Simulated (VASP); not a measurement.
Method: optB86b-vdW, VASP's PBE PAW potentials (set 64) (plane waves; VASP).

VASP ran on this input.

File KPOINTS:
```
Automatic mesh
0
Gamma
8 8 8
0 0 0
```

File POSCAR:
```
Al3Sc
8.1790820
  0.5000000263   0.0000000000   0.0000000000
  0.0000000000   0.5000000263   0.0000000000
  0.0000000000   0.0000000000   0.5000000263
Sc Al
1 3
Cartesian
  0.0000000000   0.0000000000   0.0000000000
  0.0000000000   0.2500000132   0.2500000132
  0.2500000132   0.0000000000   0.2500000132
  0.2500000132   0.2500000132   0.0000000000
```

INCAR:
```
# general
SYSTEM    =  Al3Sc
PREC      =  Accurate
ENCUT     =  520   # plane-wave cut-off (eV)
LREAL     =  .FALSE.
LASPH     =  .TRUE.   # aspherical one-centre terms

# electronic loop
EDIFF     =  1E-7   # SCF stop (eV)
NELM      =  100
ALGO      =  Normal   # blocked Davidson
LMAXMIX   =  4   # l cut-off of mixed one-centre charges

# smearing
ISMEAR    =  1
SIGMA     =  0.1   # width (eV)

# functional
GGA       =  MK
LUSE_VDW  =  .TRUE.
AGGAC     =  0.0
PARAM1    =  0.1234
PARAM2    =  1.0

# ions
ISIF      =  2   # forces and stress, cell fixed

# output
LWAVE     =  .FALSE.
LCHARG    =  .FALSE.
```

POTCAR, in this order: Sc_sv Al (PBE.64 set). Program: vasp_std.

What VASP printed:

File OSZICAR:
```
       N       E                     dE             d eps       ncg     rms          rms(c)
DAV:   1     0.119766486407E+03    0.11977E+03   -0.83889E+03   980   0.129E+03
DAV:   2    -0.659761378822E+01   -0.12636E+03   -0.12458E+03   994   0.363E+02
DAV:   3    -0.138726261625E+02   -0.72750E+01   -0.68599E+01  1486   0.712E+01
DAV:   4    -0.140181329607E+02   -0.14551E+00   -0.14537E+00  1424   0.115E+01
DAV:   5    -0.140215216160E+02   -0.33887E-02   -0.33885E-02  1400   0.165E+00    0.891E+00
DAV:   6    -0.131408262201E+02    0.88070E+00   -0.47748E+00  1630   0.255E+01    0.314E+00
DAV:   7    -0.131023000199E+02    0.38526E-01   -0.10504E-01  1300   0.304E+00    0.187E+00
DAV:   8    -0.130855953819E+02    0.16705E-01   -0.41753E-02  1540   0.192E+00    0.245E-01
DAV:   9    -0.130855015626E+02    0.93819E-04   -0.35004E-03  1238   0.702E-01    0.120E-01
DAV:  10    -0.130854485703E+02    0.52992E-04   -0.32991E-04  1676   0.227E-01    0.603E-02
DAV:  11    -0.130854543305E+02   -0.57603E-05   -0.35515E-05  1564   0.481E-02    0.442E-02
DAV:  12    -0.130854441068E+02    0.10224E-04   -0.68474E-05  1608   0.102E-01    0.527E-03
DAV:  13    -0.130854438890E+02    0.21785E-06   -0.31699E-06  1530   0.213E-02    0.119E-03
DAV:  14    -0.130854439104E+02   -0.21467E-07   -0.20882E-07  1004   0.518E-03
   1 F= -.13085444E+02 E0= -.13084974E+02  d E =-.140892E-02
```

OUTCAR:
```
------------------------ aborting loop because EDIFF is reached ----------------------------------------
  FORCE on cell =-STRESS in cart. coord.  units (eV):
  Direction    XX          YY          ZZ          XY          YZ          ZX
  --------------------------------------------------------------------------------------
  Total        0.0160751      0.0160751      0.0160751      0.0000000     -0.0000000      0.0000000
  in kB        0.3765665      0.3765665      0.3765665      0.0000000     -0.0000000      0.0000000
  external PRESSURE =       0.3765665 kB  Pullay stress =       0.0000000 kB
  volume of cell :       68.39
      direct lattice vectors                 reciprocal lattice vectors
     4.089541215  0.000000000  0.000000000     0.244526207  0.000000000  0.000000000
     0.000000000  4.089541215  0.000000000     0.000000000  0.244526207  0.000000000
     0.000000000  0.000000000  4.089541215     0.000000000  0.000000000  0.244526207
 POSITION                                       TOTAL-FORCE (eV/Angst)
 -----------------------------------------------------------------------------------
      0.00000      0.00000      0.00000         0.000000      0.000000      0.000000
      0.00000      2.04477      2.04477         0.000000      0.000000      0.000000
      2.04477      0.00000      2.04477         0.000000      0.000000      0.000000
      2.04477      2.04477      0.00000         0.000000      0.000000      0.000000
 -----------------------------------------------------------------------------------
    total drift:                                0.000000     -0.000000      0.000000
  FREE ENERGIE OF THE ION-ELECTRON SYSTEM (eV)
  ---------------------------------------------------
  free  energy   TOTEN  =       -13.0854439104 eV

  energy  without entropy=      -13.0840349937  energy(sigma->0) =      -13.08497427
```
(Selected blocks of OUTCAR.)

The compound is Al3Sc in the L1_2 structure. It was relaxed first.
